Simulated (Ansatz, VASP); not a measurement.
# One calculation of LaPb3, two programs

INCAR

```
ALGO = Normal
EDIFF = 1E-7
ENCUT = 520
GGA = CA
ISIF = 2
ISMEAR = 0
LASPH = T
LCHARG = F
LREAL = F
LWAVE = F
NBANDS = 34
NELM = 80
PREC = Accurate
SIGMA = 0.1
```

File KPOINTS:

```
k-points
0
Gamma
  5 5 5
```

File POSCAR:

```
LaPb3
1.0
    4.9732273739      0.0000000000      0.0000000000
    0.0000000000      4.9732273739      0.0000000000
    0.0000000000      0.0000000000      4.9732273739
La Pb
1 3
Direct
    0.0000000000      0.0000000000      0.0000000000
    0.0000000000      0.5000000000      0.5000000000
    0.5000000000      0.0000000000      0.5000000000
    0.5000000000      0.5000000000      0.0000000000
```

Input for Ansatz:

```yaml
crystal:
  lattice:
    - [4.973227373895078, 0.0, 0.0]
    - [0.0, 4.973227373895078, 0.0]
    - [0.0, 0.0, 4.973227373895078]
  atoms:
    - { symbol: La, position: [0.0, 0.0, 0.0] }
    - { symbol: Pb, position: [0.0, 0.5, 0.5] }
    - { symbol: Pb, position: [0.5, 0.0, 0.5] }
    - { symbol: Pb, position: [0.5, 0.5, 0.0] }
basis:
  ecutwfc: 470.0
kpoints:
  mp_grid:
    grid: [5, 5, 5]
hamiltonian:
  xc: lda
scf:
  occupations:
    method: gaussian
    width: 0.1
output:
  stress: true
```

Alike in both runs: task single point; functional LDA; k mesh 5 × 5 × 5; occupations gaussian, width 0.1 eV; no spin polarisation.

|  | VASP | Ansatz |
| --- | --- | --- |
| version | VASP 6.6.1 | Ansatz 0.2.0 |
| potentials or method | VASP PAW LDA potentials, release 64 (La, Pb_d) | plane waves, PAW |
| plane-wave cutoff (eV) | 520 | 470 |
| valence electrons in the cell | 53 | 53 |

```tsv
	VASP	Ansatz	Ansatz less VASP
pressure (GPa)	-4.3	-4.3	-0.01
```

Spin-orbit coupling is left out, which matters for the levels of La, Pb.
